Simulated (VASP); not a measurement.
These are r2SCAN+rVV10, VASP's PBE PAW potentials (set 64) (plane waves; VASP) values and carry that method's errors.

VASP input:

### KPOINTS
```
Automatic mesh
0
Gamma
13 13 13
0 0 0
```

INCAR:
```
SYSTEM = CoAl
PREC = Accurate
ENCUT = 520
EDIFF = 1E-7
NELM = 100
ALGO = Normal
LREAL = .FALSE.
LASPH = .TRUE.
ISMEAR = 1
SIGMA = 0.1
METAGGA = R2SCAN
LUSE_VDW = .TRUE.
BPARAM = 11.95
CPARAM = 0.0093
LMIXTAU = .TRUE.
LMAXMIX = 4
LWAVE = .FALSE.
LCHARG = .FALSE.
ISIF = 2
```

### POSCAR
```
CoAl
5.5756590
  0.5000000242   0.0000000000   0.0000000000
  0.0000000000   0.5000000242   0.0000000000
  0.0000000000   0.0000000000   0.5000000242
Al Co
1 1
Direct
  0.5000000000   0.5000000000   0.5000000000
  0.0000000000   0.0000000000   0.0000000000
```

POTCAR, in this order: Al Co (PBE.64 set). Program: vasp_std.

Q: Estimate the energy per atom (σ→0), pressure, band gap (on the k-mesh).

A: 
| Quantity | Value |
|---|---|
| energy per atom (σ→0) | -10.398 eV/atom |
| band gap (on the k-mesh) | none (metal, semimetal or under 0.01 eV) |
| pressure | 6.61 GPa |

### OSZICAR
```
...
DAV:  10    -0.207925043377E+02    0.81621E-02   -0.44333E-02  1874   0.378E+00    0.183E-01
DAV:  11    -0.207957808390E+02   -0.32765E-02   -0.39075E-03  1824   0.975E-01    0.140E-01
DAV:  12    -0.207959967415E+02   -0.21590E-03   -0.29517E-04  1880   0.260E-01    0.290E-02
DAV:  13    -0.207960028604E+02   -0.61188E-05   -0.48760E-05  2436   0.109E-01    0.107E-02
DAV:  14    -0.207960013409E+02    0.15195E-05   -0.11860E-05  1860   0.577E-02    0.450E-03
DAV:  15    -0.207960007164E+02    0.62456E-06   -0.56133E-07  1790   0.865E-03    0.238E-03
DAV:  16    -0.207960007806E+02   -0.64282E-07   -0.15535E-07  1384   0.472E-03
   1 F= -.20796001E+02 E0= -.20796039E+02  d E =0.114117E-03
```

The compound is CoAl in the CsCl type structure. This cell is one point of a volume scan, at 0.97 of the reference volume. The run is not spin-polarised, so no magnetic state was tried.
